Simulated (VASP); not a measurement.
Here is the system:

```
Sc
1.0
    1.65500    -2.86654     0.00000
    1.65500     2.86654     0.00000
    0.00000     0.00000     5.27000
Sc
2
Direct
  0.33333   0.66667   0.25000
  0.66667   0.33333   0.75000
```

Level of theory: AM05 GGA, VASP's PBE PAW potentials (set 64) (plane waves; VASP 6.6.1). Numerical set-up: 520 eV cut-off, 11×11×6 Γ-centred mesh, first-order Methfessel-Paxton smearing of 0.10 eV, potentials Sc_sv.

Energy and stress use the plane-wave basis of the starting cell.

**Question.** The ions, cell shape and volume are relaxed. What does this cell relax into?

**Answer.** 
```
Sc
1.0
    1.64175    -2.84359     0.00000
    1.64175     2.84359     0.00000
    0.00000     0.00000     5.10339
Sc
2
Direct
  0.33333   0.66667   0.25000
  0.66667   0.33333   0.75000
```
Space group P6_3/mmc (194), at a tolerance of 0.03 Å.

**Question.** How do energy and volume change from the first to the last step?

**Answer.** The energy (σ→0) changes by -11.9 meV/atom and the volume by -4.7 %, in 7 ionic steps.

The compound is Sc in the hcp structure. This run relaxes it. Symmetry was kept, so distortions that lower it aren't found.
